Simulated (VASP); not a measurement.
# CsH (space group Fm-3m): computed properties

The numbers are results of r2SCAN+rVV10, VASP's PBE PAW potentials (set 64) (plane waves; VASP), not measurements.

```yaml
space_group: Fm-3m (225)
cell: a = b = c = 6.2802 Å, α = β = γ = 90.00°
volume_per_atom: 30.96 Å³/atom
band gap (over mesh and band path): 2.52 eV
smallest direct gap (over mesh and band path): 2.52 eV
band_edge_character_without_spin_orbit_coupling: direct, L to L
band_gap_with_spin_orbit_coupling: 2.52 eV
density: 3.59 g/cm³
```

```cif
data_HCs
_chemical_formula_sum 'Cs1 H1'
_space_group_name_H-M_alt 'P 1'
_space_group_IT_number 1
_cell_length_a 4.44079
_cell_length_b 4.44079
_cell_length_c 4.44079
_cell_angle_alpha 60.000
_cell_angle_beta 60.000
_cell_angle_gamma 60.000
loop_
_space_group_symop_operation_xyz
  'x, y, z'
loop_
_atom_site_label
_atom_site_type_symbol
_atom_site_fract_x
_atom_site_fract_y
_atom_site_fract_z
_atom_site_occupancy
Cs1 Cs 0.00000 0.00000 0.00000 1
H1 H 0.50000 0.50000 0.50000 1
```

Unless said otherwise, spin-orbit coupling is left out, though it shifts the bands of the heavy elements here.

The structure comes from a measured CsH entry (Fm-3m) of the Crystallography Open Database, whose conditions weren't checked. It was relaxed first. Symmetry was kept, so distortions that lower it aren't found.
